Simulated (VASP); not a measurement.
# TaMo2C3 (P-3m1) in VASP: reference runs

How does TaMo2C3 come out in PBE? The cell is run as given and disturbed.

Program: VASP 6.6.1. These are calculated values, not measurements. Logs are shortened: lines on timing, memory, paths and dates and some standing lists are left out, and cuts for length are marked.

## (1) The structure

Symmetry: P-3m1, No. 164, trigonal system. The conventional cell has a = 3.117 Å, b = 3.117 Å, c = 7.686 Å, α = 90.00°, β = 90.00°, γ = 120.00°. Ta (site symmetry -3m) is surrounded by 6 C at 2.21 Å. Around Mo (site symmetry 3m) lie 6 C at 2.19 to 2.22 Å. C (site symmetry 3m) is surrounded by 3 Mo at 2.19 Å and 3 Ta at 2.21 Å. C (site symmetry -3m) has 6 Mo at 2.22 Å as nearest neighbours.

The cell comes from a database or a generator and needn't be the stable form of this composition.

## (2) Single point, PBE

File INCAR:

```
SYSTEM = TaMo2C3
PREC = Accurate
ENCUT = 520
EDIFF = 1E-7
ISMEAR = -1
SIGMA = 0.05
LREAL = .False.
LASPH = .True.
NELM = 80
ALGO = Normal
ISIF = 2
LWAVE = .False.
LCHARG = .True.
GGA = PE
LELF = .True.
LVHAR = .True.
NBANDS = 34
```

File KPOINTS:

```
Automatic mesh
0
Gamma
  10 10 4
  0 0 0
```

File POSCAR:

```
TaMo2C3
1.0
    3.1166360430      0.0000000000      0.0000000000
   -1.5583180215      2.6990859876      0.0000000000
    0.0000000000      0.0000000000      7.6863160000
Ta Mo C
1 2 3
Direct
    0.0000000000      0.0000000000      0.0000000000
    0.6666666667      0.3333333333      0.3307700000
    0.3333333333      0.6666666667      0.6692300000
    0.6666666667      0.3333333333      0.8320790000
    0.3333333333      0.6666666667      0.1679210000
    0.0000000000      0.0000000000      0.5000000000
```

Potentials or basis: VASP PAW PBE potentials, release 64 (Ta_pv, Mo_sv, C).

Run with:

```
cat potpaw_PBE.64/Ta_pv/POTCAR potpaw_PBE.64/Mo_sv/POTCAR potpaw_PBE.64/C/POTCAR > POTCAR
mpirun -np 1 vasp_std > vasp.out
```

OUTCAR:

```text
SYSTEM = TaMo2C3
   PREC = Accurate
   ENCUT = 520
   EDIFF = 1E-7
   ISMEAR = -1
   LREAL = .False.
   LASPH = .True.
   NELM = 80
   ISIF = 2
   GGA = PE

 ion  position               nearest neighbor table
   1  0.000  0.000  0.000-   4 2.21   5 2.21   4 2.21   5 2.21   4 2.21   5 2.21   2 3.11   3 3.11
                             3 3.11   2 3.11   2 3.11   3 3.11
   2  0.667  0.333  0.331-   5 2.19   5 2.19   5 2.19   6 2.22   6 2.22   6 2.22   1 3.11   1 3.11
                             1 3.11   3 3.16   3 3.16   3 3.16
   3  0.333  0.667  0.669-   4 2.19   4 2.19   4 2.19   6 2.22   6 2.22   6 2.22   1 3.11   1 3.11
                             1 3.11   2 3.16   2 3.16   2 3.16
   4  0.667  0.333  0.832-   3 2.19   3 2.19   3 2.19   1 2.21   1 2.21   1 2.21
   5  0.333  0.667  0.168-   2 2.19   2 2.19   2 2.19   1 2.21   1 2.21   1 2.21
   6  0.000  0.000  0.500-   2 2.22   3 2.22   2 2.22   3 2.22   2 2.22   3 2.22

  LATTYP: Found a hexagonal cell.
 ALAT       =     3.1166360430
 C/A-ratio  =     2.4662218796

  Lattice vectors:

 A1 = (   3.1166360430,   0.0000000000,   0.0000000000)
 A2 = (  -1.5583180215,   2.6990859876,   0.0000000000)
 A3 = (   0.0000000000,   0.0000000000,   7.6863160000)

Analysis of symmetry for initial positions (statically):
=====================================================================
 Subroutine PRICEL returns:
 Original cell was already a primitive cell.

 Routine SETGRP: Setting up the symmetry group for a
 hexagonal supercell.

 Subroutine GETGRP returns: Found 12 space group operations
 (whereof 12 operations were pure point group operations)
 out of a pool of 24 trial point group operations.

The static configuration has the point symmetry D_3d.

Analysis of symmetry for dynamics (positions and initial velocities):
=====================================================================
 Subroutine PRICEL returns:
 Original cell was already a primitive cell.

 Routine SETGRP: Setting up the symmetry group for a
 hexagonal supercell.

 Subroutine GETGRP returns: Found 12 space group operations
 (whereof 12 operations were pure point group operations)
 out of a pool of 24 trial point group operations.

The dynamic configuration has the point symmetry D_3d.

 Subroutine INISYM returns: Found 12 space group operations
 (whereof 12 operations are pure point group operations),
 and found     1 'primitive' translations

----------------------------------------------------------------------------------------

                                     Primitive cell

  volume of cell :      64.6578

  direct lattice vectors                    reciprocal lattice vectors
     3.116636043  0.000000000  0.000000000     0.320858768  0.185247896  0.000000000
    -1.558318022  2.699085988  0.000000000     0.000000000  0.370495792  0.000000000
     0.000000000  0.000000000  7.686316000     0.000000000  0.000000000  0.130101339

  length of vectors
     3.116636043  3.116636043  7.686316000     0.370495792  0.370495792  0.130101339

  position of ions in fractional coordinates (direct lattice)
     0.000000000  0.000000000  0.000000000
     0.666666667  0.333333333  0.330770000
     0.333333333  0.666666667  0.669230000
     0.666666667  0.333333333  0.832079000
     0.333333333  0.666666667  0.167921000
     0.000000000  0.000000000  0.500000000

  ion indices of the primitive-cell ions
   primitive index   ion index
                 1           1
                 2           2
                 3           3
                 4           4
                 5           5
                 6           6

----------------------------------------------------------------------------------------

 KPOINTS: Automatic mesh

Automatic generation of k-mesh.
 Grid dimensions read from file:
 generate k-points for:   10   10    4

 Generating k-lattice:

  Cartesian coordinates                     Fractional coordinates (reciprocal lattice)
     0.032085877  0.018524790  0.000000000     0.100000000 -0.000000000  0.000000000
     0.000000000  0.037049579  0.000000000     0.000000000  0.100000000  0.000000000
     0.000000000  0.000000000  0.032525335     0.000000000  0.000000000  0.250000000

  Length of vectors
     0.037049579  0.037049579  0.032525335

  Shift w.r.t. Gamma in fractional coordinates (k-lattice)
     0.000000000  0.000000000  0.000000000

 Subroutine IBZKPT returns following result:
 ===========================================

 Found     50 irreducible k-points:

 Following reciprocal coordinates:
            Coordinates               Weight
  0.000000  0.000000  0.000000      1.000000
  0.100000  0.000000  0.000000      6.000000
  0.200000  0.000000  0.000000      6.000000
  0.300000  0.000000  0.000000      6.000000
  0.400000  0.000000  0.000000      6.000000
  0.500000  0.000000  0.000000      3.000000
[... 16 lines left out ...]
  0.000000  0.400000  0.250000      6.000000
  0.500000  0.000000  0.250000      6.000000
 [... further k-points ...]
   k-points           NKPTS =     50   k-points in BZ     NKDIM =     50   number of bands    NBANDS=     34
   number of dos      NEDOS =    301   number of ions     NIONS =      6
   total plane-waves  NPLWV =  34560
   dimension x,y,z NGX =    24 NGY =   24 NGZ =   60
   dimension x,y,z NGXF=    48 NGYF=   48 NGZF=  120
   ions per type =               1   2   3
   NGX,Y,Z   is equivalent  to a cutoff of  12.80, 12.80, 12.98 a.u.
   NGXF,Y,Z  is equivalent  to a cutoff of  25.60, 25.60, 25.95 a.u.
 SYSTEM =  TaMo2C3
   PREC   = accura    normal or accurate (medium, high low for compatibility)
   ISTART =      0    job   : 0-new  1-cont  2-samecut
   ICHARG =      2    charge: 1-file 2-atom 10-const
   ISPIN  =      1    spin polarized calculation?
   LNONCOLLINEAR =      F non collinear calculations
   LSORBIT =      F    spin-orbit coupling
   LASPH  =      T    aspherical Exc in radial PAW
   ENCUT  =  520.0 eV  38.22 Ry    6.18 a.u.   5.79  5.79 14.29*2*pi/ulx,y,z
   NELM   =     80;   NELMIN=  2; NELMDL= -5     # of ELM steps
   EDIFF  = 0.1E-06   stopping-criterion for ELM
   LREAL  =      F    real-space projection
   EDIFFG = 0.1E-05   stopping-criterion for IOM
   NSW    =      0    number of steps for IOM
   IBRION =     -1    ionic relax: 0-MD 1-quasi-New 2-CG
   NFREE  =      0    steps in history (QN), initial steepest desc. (CG)
   ISIF   =      2    stress and relaxation
   ISYM   =      2    0-nonsym 1-usesym 2-fastsym
   POTIM  = 0.5000    time-step for ionic-motion
   TEBEG  =    0.0;   TEEND  =   0.0 temperature during run
   PSTRESS=    0.0 pullay stress
   NELECT =      51.0000    total number of electrons
   NUPDOWN=      -1.0000    fix difference up-down
   EMIN   =  10.00;   EMAX   =-10.00  energy-range for DOS
   EFERMI =   0.00;   METHOD = LEGACY
   ISMEAR =    -1;   SIGMA  =   0.05  broadening in eV -4-tet -1-fermi 0-gaus
   EFERMI_NEDOS =   21; number of points for ismear=-14 and -15
   IALGO  =     38    algorithm
   IMIX   =      4    mixing-type and parameters
     AMIX     =   0.40;   BMIX     =  1.00
     AMIX_MAG =   1.60;   BMIX_MAG =  1.00
  volume/ion in A,a.u.               =      10.78        72.72
  Fermi-wavevector in a.u.,A,eV,Ry     =   1.512602  2.858402 31.129633  2.287963
  Thomas-Fermi vector in A             =   2.622504
   LORBIT       =      0    0 simple, 1 ext, 2 COOP (PROOUT), +10 PAW based schemes
   GGA     = PE    functional components
   LHFCALC =     F    Hartree Fock is set to
   AEXX    =    0.0000 exact exchange contribution
   IVDW    =     0    specifies the selected vdW correction
   LEPSILON=     F    determine dielectric tensor
   LRPA    =     F    only Hartree local field effects (RPA)
 non-spin polarized calculation
  energy-cutoff  :      520.00
  volume of cell :       64.66
 maximum number of plane-waves:      1762
 NGX is ok and might be reduce to    24
   NGX = 11   NGY = 11   NGZ = 29

 number of electron      51.0000006 magnetization

 Free energy of the ion-electron system (eV)
  ---------------------------------------------------
  ext. energy  EPLUGINS =         0.00000000
  ---------------------------------------------------
  free energy    TOTEN  =       -61.86879221 eV

  energy without entropy =      -61.84664088  energy(sigma->0) =      -61.85771654

 E-fermi :  11.0728     XC(G=0): -13.3538

 val. band max:       11.0665068175   @ k =   0.0000   0.2000   0.2500
 cond. band min:      11.0737053001   @ k =   0.2000   0.1000   0.5000
 fundamental gap:      0.0071984826
 Fermi energy:        11.0727855634

 k-point     1 :       0.0000    0.0000    0.0000
  band No.  band energies     occupation
      1     -50.8893      2.00000
      2     -50.8587      2.00000
      3     -25.1556      2.00000
      4     -24.9920      2.00000
      5     -24.7846      2.00000
      6     -24.7846      2.00000
[... 26 lines left out ...]
     33      12.2021      0.00000
     34      12.8367      0.00000

 k-point     2 :       0.1000    0.0000    0.0000
  band No.  band energies     occupation
      1     -50.8839      2.00000
      2     -50.8546      2.00000
      3     -25.1448      2.00000
      4     -24.9901      2.00000
      5     -24.8241      2.00000
      6     -24.8016      2.00000
[... 26 lines left out ...]
     33      12.9220      0.00000
     34      13.2567      0.00000

 k-point     3 :       0.2000    0.0000    0.0000
  band No.  band energies     occupation
      1     -50.8696      2.00000
      2     -50.8441      2.00000
      3     -25.1196      2.00000
      4     -25.0191      2.00000
      5     -24.9190      2.00000
      6     -24.8820      2.00000
[... 26 lines left out ...]
     33      13.9400      0.00000
     34      14.6973      0.00000
[... 704 lines left out ...]
 k-point    23 :       0.0000    0.4000    0.2500
  band No.  band energies     occupation
      1     -50.8358      2.00000
      2     -50.8222      2.00000
      3     -25.2471      2.00000
      4     -25.1944      2.00000
      5     -25.0178      2.00000
      6     -24.9007      2.00000
[... 26 lines left out ...]
     33      14.6718      0.00000
     34      15.2737      0.00000

 k-point    24 :       0.5000    0.0000    0.2500
  band No.  band energies     occupation
      1     -50.8293      2.00000
      2     -50.8192      2.00000
      3     -25.2848      2.00000
      4     -25.2332      2.00000
      5     -24.9977      2.00000
      6     -24.9120      2.00000
[... 26 lines left out ...]
     33      15.0515      0.00000
     34      16.0902      0.00000

 [... further k-points ...]
[... 5 lines left out ...]
  --------------------------------------------------------------------------------------
  -------------------------------------------------------------------------------------
  Total       -0.7424864     -0.7424864     -1.2596775      0.0000000      0.0000000      0.0000000
  in kB      -18.3983139    -18.3983139    -31.2139631      0.0000000      0.0000000      0.0000000
  external PRESSURE =     -22.6701970 kB  Pullay stress =       0.0000000 kB

 VOLUME and BASIS-vectors are now :
 -----------------------------------------------------------------------------
  energy-cutoff  :      520.00
  volume of cell :       64.66
      direct lattice vectors                 reciprocal lattice vectors
     3.116636043  0.000000000  0.000000000     0.320858768  0.185247896  0.000000000
    -1.558318022  2.699085988  0.000000000     0.000000000  0.370495792  0.000000000
     0.000000000  0.000000000  7.686316000     0.000000000  0.000000000  0.130101339

 POSITION                                       TOTAL-FORCE (eV/Angst)
 -----------------------------------------------------------------------------------
      0.00000      0.00000      0.00000         0.000000      0.000000      0.000000
      1.55832      0.89970      2.54240        -0.000000      0.000000     -0.023930
     -0.00000      1.79939      5.14391         0.000000     -0.000000      0.023930
      1.55832      0.89970      6.39562         0.000000      0.000000     -0.093226
     -0.00000      1.79939      1.29069         0.000000     -0.000000      0.093226
      0.00000      0.00000      3.84316         0.000000      0.000000      0.000000
 -----------------------------------------------------------------------------------
    total drift:                                0.000000     -0.000000     -0.000000

  FREE ENERGIE OF THE ION-ELECTRON SYSTEM (eV)
  ---------------------------------------------------
  free  energy   TOTEN  =       -61.8687922061 eV

  energy  without entropy=      -61.8466408779  energy(sigma->0) =      -61.85771654
```

Wall time 58 s (1 thread of Intel Xeon Platinum 8488C (Sapphire Rapids), shared host); peak memory 0.24 GiB.

What came out:

| Quantity | Value |
| --- | --- |
| Free energy | -61.8688 eV |
| Pressure | -2.3 GPa |
| Largest force | 0.093 eV/Å |
| Band gap on the k mesh | none (metal or under the smearing width) |

Forces in eV/Å, atoms in the order of the input:
```
Ta   0.000  0.000  0.000
Mo   0.000  0.000 -0.024
Mo   0.000  0.000  0.024
C    0.000  0.000 -0.093
C    0.000  0.000  0.093
C    0.000  0.000  0.000
```

The run has no spin-orbit coupling, so splittings on Ta are missing.

## (3) Single point, PBE (atoms moved at random, drawn with an rms of 0.05 Å)

File INCAR:

```
PREC = Accurate
ENCUT = 520
EDIFF = 1E-7
ISMEAR = -1
SIGMA = 0.05
LREAL = F
LASPH = T
NELM = 80
ALGO = Normal
ISIF = 2
LWAVE = F
LCHARG = F
GGA = PE
NBANDS = 34
```

File KPOINTS:

```
regular mesh
0
Gamma
  10 10 4
```

File POSCAR:

```
TaMo2C3
1.0
    3.1166360430      0.0000000000      0.0000000000
   -1.5583180215      2.6990859876      0.0000000000
    0.0000000000      0.0000000000      7.6863160000
Ta Mo C
1 2 3
Direct
   -0.0116680000     -0.0215240000      0.0018710000
    0.6811260000      0.3461100000      0.3305010000
    0.3454260000      0.6695490000      0.6715250000
    0.6530300000      0.3441370000      0.8363830000
    0.3432220000      0.6593520000      0.1668290000
    0.0052430000     -0.0059410000      0.4943420000
```

Potentials or basis: VASP PAW PBE potentials, release 64 (Ta_pv, Mo_sv, C).

Run with:

```
cat potpaw_PBE.64/Ta_pv/POTCAR potpaw_PBE.64/Mo_sv/POTCAR potpaw_PBE.64/C/POTCAR > POTCAR
mpirun -np 1 vasp_std > vasp.out
```

OUTCAR:

```text
PREC = Accurate
   ENCUT = 520
   EDIFF = 1E-7
   ISMEAR = -1
   LREAL = F
   LASPH = T
   NELM = 80
   ISIF = 2
   GGA = PE

 ion  position               nearest neighbor table
   1  0.988  0.978  0.002-   4 2.13   5 2.15   4 2.20   5 2.22   5 2.23   4 2.28   2 3.05   3 3.08
                             3 3.11   2 3.12   2 3.14   3 3.15
   2  0.681  0.346  0.331-   6 2.16   5 2.16   5 2.19   6 2.22   6 2.22   5 2.24   1 3.05   1 3.12
                             1 3.14   3 3.17   3 3.18   3 3.19
   3  0.345  0.670  0.672-   4 2.13   4 2.22   6 2.24   6 2.25   4 2.26   6 2.28   1 3.08   1 3.11
                             1 3.15   2 3.17   2 3.18   2 3.19
   4  0.653  0.344  0.836-   3 2.13   1 2.13   1 2.20   3 2.22   3 2.26   1 2.28
   5  0.343  0.659  0.167-   1 2.15   2 2.16   2 2.19   1 2.22   1 2.23   2 2.24
   6  0.005  0.994  0.494-   2 2.16   2 2.22   2 2.22   3 2.24   3 2.25   3 2.28

  LATTYP: Found a hexagonal cell.
 ALAT       =     3.1166360430
 C/A-ratio  =     2.4662218796

  Lattice vectors:

 A1 = (   3.1166360430,   0.0000000000,   0.0000000000)
 A2 = (  -1.5583180215,   2.6990859876,   0.0000000000)
 A3 = (   0.0000000000,   0.0000000000,   7.6863160000)

[... 179 lines left out ...]

  energy without entropy =      -61.73044489  energy(sigma->0) =      -61.74214391

 E-fermi :  11.0563     XC(G=0): -13.3501

 val. band max:       11.0535651860   @ k =   0.0000   0.2000   0.2500
 cond. band min:      11.0601998858   @ k =   0.5000  -0.3000   0.2500
 fundamental gap:      0.0066346998
 Fermi energy:        11.0563412677

 k-point     1 :       0.0000    0.0000    0.0000
  band No.  band energies     occupation
      1     -50.8958      2.00000
      2     -50.8555      2.00000
      3     -25.1529      2.00000
      4     -25.0004      2.00000
      5     -24.8057      2.00000
      6     -24.7924      2.00000
[... 877 lines left out ...]
     33      14.4095      0.00000
     34      14.5783      0.00000

 [... further k-points ...]
[... 5 lines left out ...]
  --------------------------------------------------------------------------------------
  -------------------------------------------------------------------------------------
  Total       -0.5399993     -0.2378527     -0.5210378      0.1513868      0.0510753     -0.1243768
  in kB      -13.3808191     -5.8938292    -12.9109659      3.7512626      1.2656123     -3.0819735
  external PRESSURE =     -10.7285381 kB  Pullay stress =       0.0000000 kB

 VOLUME and BASIS-vectors are now :
 -----------------------------------------------------------------------------
  energy-cutoff  :      520.00
  volume of cell :       64.66
      direct lattice vectors                 reciprocal lattice vectors
     3.116636043  0.000000000  0.000000000     0.320858768  0.185247896  0.000000000
    -1.558318022  2.699085988  0.000000000     0.000000000  0.370495792  0.000000000
     0.000000000  0.000000000  7.686316000     0.000000000  0.000000000  0.130101339

 POSITION                                       TOTAL-FORCE (eV/Angst)
 -----------------------------------------------------------------------------------
      1.55549      2.64099      0.01438         0.008133      0.649144      0.004442
      1.58347      0.93418      2.54034         0.101496     -0.245839     -0.032952
      0.03320      1.80717      5.16155        -0.374215      0.111482     -0.247072
      1.49898      0.92886      6.42870         0.984606     -0.834891     -0.662796
      0.04222      1.77965      1.28230        -0.611133      0.070609      0.272988
     -1.53272      2.68305      3.79967        -0.108886      0.249495      0.665390
 -----------------------------------------------------------------------------------
    total drift:                                0.000075      0.000087     -0.000149

  FREE ENERGIE OF THE ION-ELECTRON SYSTEM (eV)
  ---------------------------------------------------
  free  energy   TOTEN  =       -61.7538429340 eV

  energy  without entropy=      -61.7304448911  energy(sigma->0) =      -61.74214391
```

stdout:

```text
POSCAR found type information on POSCAR TaMoC
 POSCAR found :  3 types and       6 ions
 scaLAPACK will be used
 LDA part: xc-table for (Slater+PW92), standard interpolation
 POSCAR, INCAR and KPOINTS ok, starting setup
 FFT: planning ... GRIDC
 FFT: planning ... GRID_SOFT
 FFT: planning ... GRID
 WAVECAR not read
 entering main loop
```

Wall time 4.2 min (1 thread of Intel Xeon Platinum 8488C (Sapphire Rapids), shared host); peak memory 0.49 GiB.

Results:

| Property | Result |
| --- | --- |
| Free energy | -61.7538 eV |
| Pressure | -1.1 GPa |
| Largest force | 1.451 eV/Å |
| Band gap on the k mesh | none (metal or under the smearing width) |

Forces in eV/Å, atoms in the order of the input:
```
Ta   0.008  0.649  0.004
Mo   0.101 -0.246 -0.033
Mo  -0.374  0.111 -0.247
C    0.985 -0.835 -0.663
C   -0.611  0.071  0.273
C   -0.109  0.249  0.665
```

Stress tensor (GPa, compression positive):
```
-1.34  0.38 -0.31
 0.38 -0.59  0.13
-0.31  0.13 -1.29
```
